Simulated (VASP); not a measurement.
Input for VASP

### KPOINTS
```
K-points
0
gamma
11 11 11
```

### POSCAR
```
CuZn
1
    2.9500000000     0.0000000000     0.0000000000
    0.0000000000     2.9500000000     0.0000000000
    0.0000000000     0.0000000000     2.9500000000
Zn Cu
1 1
Direct
  0.5000000000   0.5000000000   0.5000000000
  0.0000000000   0.0000000000   0.0000000000
```

### INCAR
```
# general
SYSTEM =CuZn
PREC   =Accurate
ENCUT  =400
LREAL  =.FALSE.
LASPH  =.TRUE.

# electronic loop
EDIFF  =1E-6
NELM   =100
ALGO   =Normal
LMAXMIX=4

# smearing
ISMEAR =1
SIGMA  =0.1

# functional
GGA    =PE

# ions
IBRION =2
NSW    =60
ISIF   =3
EDIFFG =-0.01

# output
LWAVE  =.FALSE.
LCHARG =.FALSE.
```

POTCAR, in this order: Zn Cu (PBE.64 set). Program: vasp_std.

Problem. Translate this PBE calculation to Quantum ESPRESSO's pw.x.

Solution. One equivalent input (not run):
```
&CONTROL
  calculation = 'vc-relax'
  pseudo_dir = './pseudo'
  outdir = './out'
  tprnfor = .true.
  tstress = .true.
  nstep = 60
  forc_conv_thr = 0.00039
/
&SYSTEM
  ibrav = 0
  nat = 2
  ntyp = 2
  ecutwfc = 92
  occupations = 'smearing'
  smearing = 'methfessel-paxton'
  degauss = 0.00735
  input_dft = 'pbe'
/
&ELECTRONS
  conv_thr = 7.3e-08
  electron_maxstep = 100
/
&IONS
/
&CELL
/
ATOMIC_SPECIES
  Zn 65.380 Zn.upf
  Cu 63.546 Cu.upf
CELL_PARAMETERS angstrom
     2.9500000    0.0000000    0.0000000
     0.0000000    2.9500000    0.0000000
     0.0000000    0.0000000    2.9500000
ATOMIC_POSITIONS crystal
  Zn   0.5000000  0.5000000  0.5000000
  Cu   0.0000000  0.0000000  0.0000000
K_POINTS automatic
  11 11 11 0 0 0
```
The two are equivalent in intent, not identical: the potentials are each code's own (VASP's PAW set, PseudoDojo norm-conserving files in pw.x), so ENCUT and ecutwfc are chosen apart and not converted; conv_thr bounds pw.x's estimated SCF error, while EDIFF bounds the energy change between steps; forc_conv_thr acts on force components and is met together with etot_conv_thr.

The compound is CuZn in the CsCl type structure. This run relaxes it. Symmetry was kept, so distortions that lower it aren't found.
